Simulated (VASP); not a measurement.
These are TPSS meta-GGA, VASP's PBE PAW potentials (set 64) (plane waves; VASP) values and carry that method's errors.

Input for VASP

**INCAR**
```
SYSTEM = CdS
PREC = Accurate
ENCUT = 520
EDIFF = 1E-7
NELM = 200
ALGO = All
LREAL = .FALSE.
LASPH = .TRUE.
ISMEAR = 0
SIGMA = 0.05
METAGGA = TPSS
LMIXTAU = .TRUE.
LMAXMIX = 4
LWAVE = .FALSE.
LCHARG = .FALSE.
ISIF = 2
```

**KPOINTS**
```
Automatic mesh
0
Gamma
8 8 8
0 0 0
```

**POSCAR**
```
CdS
1
    0.0000000000     2.9688828585     2.9688828585
    2.9688828585     0.0000000000     2.9688828585
    2.9688828585     2.9688828585     0.0000000000
Cd S
1 1
Direct
  0.0000000000   0.0000000000   0.0000000000
  0.2500000000   0.2500000000   0.2500000000
```

POTCAR, in this order: Cd S (PBE.64 set). Program: vasp_std.

The resulting files:

### OSZICAR
```
       N       E                     dE             d eps       ncg     rms           ort
DAV:   1     0.222099252982E+03    0.22210E+03   -0.48726E+04   377   0.140E+05
DAV:   2     0.402235752864E+01   -0.21808E+03   -0.20421E+03   377   0.399E+02
DAV:   3    -0.510917483973E+02   -0.55114E+02   -0.53340E+02   377   0.138E+02
DAV:   4    -0.664519316148E+02   -0.15360E+02   -0.61470E+02   377   0.492E+01
DAV:   5    -0.543148675115E+02    0.12137E+02   -0.40629E+02   377   0.185E+01
```

stdout:
```
...
 POSCAR found :  2 types and       2 ions
 Reading from existing POTCAR
 Reading from existing POTCAR

 -----------------------------------------------------------------------------
|                                                                             |
|               ----> ADVICE to this user running VASP <----                  |
|                                                                             |
|     You enforced a specific xc type in the INCAR file but a different       |
|     type was found in the POTCAR file.                                      |
|     I HOPE YOU KNOW WHAT YOU ARE DOING!                                     |
|                                                                             |
 -----------------------------------------------------------------------------

 LDA part: xc-table for (None), standard interpolation
 POSCAR, INCAR and KPOINTS ok, starting setup
 WAVECAR not read
 entering main loop
       N       E                     dE             d eps       ncg     rms           ort
DAV:   1     0.222099252982E+03    0.22210E+03   -0.48726E+04   377   0.140E+05
DAV:   2     0.402235752864E+01   -0.21808E+03   -0.20421E+03   377   0.399E+02
DAV:   3    -0.510917483973E+02   -0.55114E+02   -0.53340E+02   377   0.138E+02
DAV:   4    -0.664519316148E+02   -0.15360E+02   -0.61470E+02   377   0.492E+01
DAV:   5    -0.543148675115E+02    0.12137E+02   -0.40629E+02   377   0.185E+01

 -----------------------------------------------------------------------------
|                     _     ____    _    _    _____     _                     |
|                    | |   |  _ \  | |  | |  / ____|   | |                    |
|                    | |   | |_) | | |  | | | |  __    | |                    |
|                    |_|   |  _ <  | |  | | | | |_ |   |_|                    |
|                     _    | |_) | | |__| | | |__| |    _                     |
|                    (_)   |____/   \____/   \_____|   (_)                    |
|                                                                             |
|                                                                             |
|     EDWAV: internal error, the gradient is not orthogonal 4 1 0.055         |
|                                                                             |
|     If you are not a developer, you should not encounter this problem.      |
|     Please submit a bug report.                                             |
|                                                                             |
 -----------------------------------------------------------------------------
```

VASP stops with an error: EDWAV: internal error, the gradient is not orthogonal 4 1 0.055 If you are not a developer, you should not encounter this problem. Please submit a bug report.

The compound is CdS in the zinc blende structure, a metastable form; wurtzite is the usual one. It was relaxed first, which changed the volume by +6 %.
